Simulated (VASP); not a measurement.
Write the native input for VASP 6.6.1 that does the following.

* Task: relaxation of the atoms
* Functional: RPBE
* Potentials or basis: VASP PAW PBE potentials, release 64 (Ti_sv, Fe)
* Cutoff: 520 eV
* k mesh: 7 × 7 × 7
* Occupations: methfessel-paxton, width 0.2 eV
* Spin: collinear spin, ferromagnetic start
* Starting moments: [1.0, 3.0, 3.0, 3.0, 3.0] μB
* Further INCAR settings: ALGO = Normal; EDIFF = 1e-06; IBRION = 2; EDIFFG = -0.005; NSW = 60

The structure of TiFe4 lies in POSCAR:

```
TiFe4
1.0
    3.8784535200      0.0000000000      0.0000000000
    0.0000000000      3.8784535200      0.0000000000
    0.0000000000      0.0000000000      3.8784535200
Ti Fe
1 4
Direct
    0.0000000000      0.0000000000      0.0000000000
    0.5000000000      0.0000000000      0.0000000000
    0.0000000000      0.5000000000      0.0000000000
    0.0000000000      0.0000000000      0.5000000000
    0.5000000000      0.5000000000      0.5000000000
```

The cell was built by a generator and needn't be a form met in nature.

The input as run:

INCAR

```
PREC = Accurate
ENCUT = 520
EDIFF = 1E-6
ISMEAR = 1
SIGMA = 0.2
LREAL = F
LASPH = T
NELM = 120
ALGO = Normal
ISIF = 2
LWAVE = F
LCHARG = F
ISPIN = 2
MAGMOM = 1 3 3 3 3
LORBIT = 11
LMAXMIX = 4
GGA = RP
IBRION = 2
NSW = 60
EDIFFG = -0.005
```

KPOINTS

```
Automatic mesh
0
Gamma
  7 7 7
```

Potentials or basis: VASP PAW PBE potentials, release 64 (Ti_sv, Fe).

Run with:

```console
$ cat potpaw_PBE.64/Ti_sv/POTCAR potpaw_PBE.64/Fe/POTCAR > POTCAR
$ mpirun -np 1 vasp_std > vasp.out
```

Results of the run:

```json
{
 "Pressure after relaxing": "55.1 GPa",
 "Band gap on the k mesh": "none (metal or under the smearing width)",
 "Net moment": "7.07 μB per cell",
 "Site moments": "Ti -0.35; Fe +1.51, +2.88 μB",
 "Valence electrons inside the program's atomic spheres": "Ti 11.85; Fe 7.69, 6.83"
}
```

Caveat: the relaxation stopped at its first step, so nothing moved; a pressure of tens of GPa on the cell as given is suspect, and the run, the potentials or the cell itself is likely at fault; the PAW data sets were made with another functional, which shifts forces and pressure a little.

Run time: 2.6 min on 1 thread of AMD EPYC 7R13 Processor (Zen 3), on a shared host, peak memory 0.19 GiB.
